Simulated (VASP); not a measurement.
Here is the system:

```xyz
3
Lattice="-1.3758 1.9596 4.1315 1.3758 -1.9596 4.1315 1.3758 1.9596 -4.1315" Properties=species:S:1:pos:R:3 pbc="T T T"
Mo     0.0000     0.0000     0.0000
Pt     0.0000     0.0000     5.4811
Pt     0.0000     0.0000     2.7820
```

These are PBEsol GGA, VASP's PBE PAW potentials (set 64) (plane waves; VASP 6.6.1) values and carry that method's errors. Settings: 400 eV cut-off, Gaussian smearing of 0.050 eV, potentials Mo_sv Pt.

Unless said otherwise, spin-orbit coupling is left out, though it shifts the bands of the heavy elements here.

Problem. What does the run give for the band gap (along the path) with the smallest direct gap where there is one?

Solution. 
```json
{
 "band gap (along the path)": "none (metal, semimetal or under 0.01 eV)"
}
```

Only differences to runs with the same potentials and settings are physical.

The compound is MoPt2 in the sg71 structure. It was relaxed first.
